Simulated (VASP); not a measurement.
Level of theory: PBE GGA with D3 dispersion (Becke-Johnson damping), VASP's PBE PAW potentials (set 64) (plane waves; VASP).

VASP input:

### KPOINTS
```
Automatic mesh
0
Gamma
15 15 8
0 0 0
```

POSCAR:
```
Tc
1.0
  1.3631066672  -2.3609703915   0.0000000000
  1.3631066672   2.3609703915   0.0000000000
  0.0000000000   0.0000000000   4.3674216241
Tc
2
Direct
  0.3333330000   0.6666670000   0.2500000000
  0.6666670000   0.3333330000   0.7500000000
```

### INCAR
```
ALGO = Normal
EDIFF = 1E-7
EDIFFG = -0.01
ENCUT = 520
GGA = PE
IBRION = 2
ISIF = 4
ISMEAR = 1
IVDW = 12
LASPH = .TRUE.
LCHARG = .FALSE.
LMAXMIX = 4
LREAL = .FALSE.
LWAVE = .FALSE.
NELM = 100
NSW = 30
PREC = Accurate
SIGMA = 0.1
SYSTEM = Tc
```

POTCAR, in this order: Tc_pv (PBE.64 set). Program: vasp_std.

Output

**OUTCAR**
```
 ion  position               nearest neighbor table
   1  0.333  0.667  0.250-   2 2.69   2 2.69   2 2.69   2 2.69   2 2.69   2 2.69
   2  0.667  0.333  0.750-   1 2.69   1 2.69   1 2.69   1 2.69   1 2.69   1 2.69
  LATTYP: Found a hexagonal cell.
 ALAT       =     2.7262136702
 C/A-ratio  =     1.6020100228
 Subroutine PRICEL returns:
 Original cell was already a primitive cell.
 Subroutine GETGRP returns: Found 24 space group operations
The static configuration has the point symmetry D_3d.
 The point group associated with its full space group is D_6h.
The dynamic configuration has the point symmetry D_3d.
 Subroutine INISYM returns: Found 24 space group operations
 Subroutine IBZKPT returns following result:
 Found    135 irreducible k-points:

 Following reciprocal coordinates:
            Coordinates               Weight
  0.000000  0.000000  0.000000      1.000000
  0.066667  0.000000  0.000000      6.000000
  0.133333  0.000000  0.000000      6.000000
  0.200000  0.000000  0.000000      6.000000
  0.266667  0.000000  0.000000      6.000000
  0.333333  0.000000  0.000000      6.000000
  0.400000  0.000000  0.000000      6.000000
...
```

### OSZICAR
```
       N       E                     dE             d eps       ncg     rms          rms(c)
DAV:   1     0.311546965050E+03    0.31155E+03   -0.16909E+04  4614   0.162E+03
DAV:   2    -0.140743647048E+02   -0.32562E+03   -0.32254E+03  5155   0.457E+02
DAV:   3    -0.220300202683E+02   -0.79557E+01   -0.77753E+01  5467   0.820E+01
DAV:   4    -0.221092638123E+02   -0.79244E-01   -0.78898E-01  5064   0.790E+00
DAV:   5    -0.221100240327E+02   -0.76022E-03   -0.76005E-03  5155   0.716E-01    0.244E+01
DAV:   6    -0.208418616527E+02    0.12682E+01   -0.30403E+00  4871   0.174E+01    0.777E+00
DAV:   7    -0.206916515939E+02    0.15021E+00   -0.57284E-01  5182   0.687E+00    0.965E-01
DAV:   8    -0.206821716481E+02    0.94799E-02   -0.11070E-02  4726   0.113E+00    0.855E-02
DAV:   9    -0.206822725480E+02   -0.10090E-03   -0.19187E-04  5341   0.126E-01    0.188E-02
DAV:  10    -0.206822686180E+02    0.39300E-05   -0.10970E-05  4832   0.301E-02    0.960E-03
DAV:  11    -0.206822683007E+02    0.31731E-06   -0.11580E-06  4813   0.113E-02    0.295E-03
DAV:  12    -0.206822674598E+02    0.84090E-06   -0.15363E-07  2606   0.345E-03    0.234E-04
DAV:  13    -0.206822674349E+02    0.24967E-07   -0.18395E-08  2322   0.108E-03
   1 F= -.21978598E+02 E0= -.21978789E+02  d E =-.219786E+02
       N       E                     dE             d eps       ncg     rms          rms(c)
DAV:   1    -0.206849392941E+02   -0.26718E-02   -0.12551E-01  4598   0.307E+00    0.296E-01
DAV:   2    -0.206827940126E+02    0.21453E-02   -0.35813E-03  4975   0.527E-01    0.130E-01
DAV:   3    -0.206823061261E+02    0.48789E-03   -0.17061E-03  5522   0.293E-01    0.182E-02
DAV:   4    -0.206823088036E+02   -0.26775E-05   -0.33012E-05  4669   0.603E-02    0.533E-03
DAV:   5    -0.206823085282E+02    0.27539E-06   -0.17618E-06  4976   0.901E-03    0.187E-03
DAV:   6    -0.206823086221E+02   -0.93959E-07   -0.10939E-07  2726   0.273E-03
   2 F= -.21978646E+02 E0= -.21978828E+02  d E =-.476184E-04
       N       E                     dE             d eps       ncg     rms          rms(c)
DAV:   1    -0.206828590119E+02   -0.55048E-03   -0.23143E-02  4598   0.132E+00    0.127E-01
DAV:   2    -0.206824649018E+02    0.39411E-03   -0.66127E-04  4942   0.225E-01    0.559E-02
DAV:   3    -0.206823738246E+02    0.91077E-04   -0.32078E-04  5480   0.127E-01    0.783E-03
DAV:   4    -0.206823743890E+02   -0.56440E-06   -0.63969E-06  4667   0.265E-02    0.240E-03
DAV:   5    -0.206823742932E+02    0.95805E-07   -0.36450E-07  4161   0.416E-03
   3 F= -.21978708E+02 E0= -.21978900E+02  d E =-.110600E-03
```

### OUTCAR
```
------------------------ aborting loop because EDIFF is reached ----------------------------------------
 Edisp (eV)   -1.29633
  FORCE on cell =-STRESS in cart. coord.  units (eV):
  Direction    XX          YY          ZZ          XY          YZ          ZX
  --------------------------------------------------------------------------------------
  Total       0.00110     0.00110     0.00332     0.00000    -0.00000     0.00000
  in kB       0.06297     0.06297     0.18951     0.00000    -0.00000     0.00000
  external pressure =        0.11 kB  Pullay stress =        0.00 kB
  volume of cell :       28.11
      direct lattice vectors                 reciprocal lattice vectors
     1.364079342 -2.362655115 -0.000000000     0.366547593 -0.211626317 -0.000000000
     1.364079342  2.362655115 -0.000000000     0.366547593  0.211626317 -0.000000000
     0.000000000  0.000000000  4.361195346     0.000000000 -0.000000000  0.229294934
 POSITION                                       TOTAL-FORCE (eV/Angst)
 -----------------------------------------------------------------------------------
      1.36408      0.78755      1.09030        -0.000000      0.000000      0.000000
      1.36408     -0.78755      3.27090         0.000000     -0.000000     -0.000000
 -----------------------------------------------------------------------------------
    total drift:                               -0.000000      0.000610     -0.000043
  FREE ENERGIE OF THE ION-ELECTRON SYSTEM (eV)
  ---------------------------------------------------
  free  energy   TOTEN  =       -21.9787084882 eV

  energy  without entropy=      -21.9792831720  energy(sigma->0) =      -21.97890005

 reached required accuracy - stopping structural energy minimisation
```
(Selected blocks of OUTCAR.)

CONTCAR:
```
Tc
   1.00000000000000
     1.3640793422888453   -2.3626551150290460   -0.0000000000000000
     1.3640793422888453    2.3626551150290460   -0.0000000000000000
     0.0000000000000000    0.0000000000000000    4.3611953464374515
  Tc
     2
Direct
     0.3333330000000032    0.6666669999999968    0.2500000000000000
     0.6666669999999968    0.3333330000000032    0.7500000000000000
```

The compound is Tc in the hcp structure. This run relaxes it. Symmetry was kept, so distortions that lower it aren't found.
